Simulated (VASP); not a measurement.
Input:

```
GaSb
1.0
    0.00000     3.11100     3.11100
    3.11100     0.00000     3.11100
    3.11100     3.11100     0.00000
Ga Sb
1 1
Direct
  0.00000   0.00000   0.00000
  0.25000   0.25000   0.25000
```

Level of theory: PBE GGA, VASP's PBE PAW potentials (set 64) (plane waves; VASP). Run with 400 eV cut-off, 2×2×2 Monkhorst-Pack mesh, Gaussian smearing of 0.050 eV, potentials Ga_d Sb.

Predict the energy per atom (σ→0).

```
Quantity                        Value
---------------------  --------------
energy per atom (σ→0)  -3.601 eV/atom
```

Total energies compare only between runs with the same potentials, cut-off and functional.

The compound is GaSb in the zinc blende structure. The cell was not relaxed at this level. The k-mesh is coarse (spacing up to 0.87 per Å, 2π included), so the numbers may not be converged in it. The run is one of a series of settings (KPOINTS 2×2×2 Monkhorst-Pack mesh against the base run), some of them coarse on purpose.
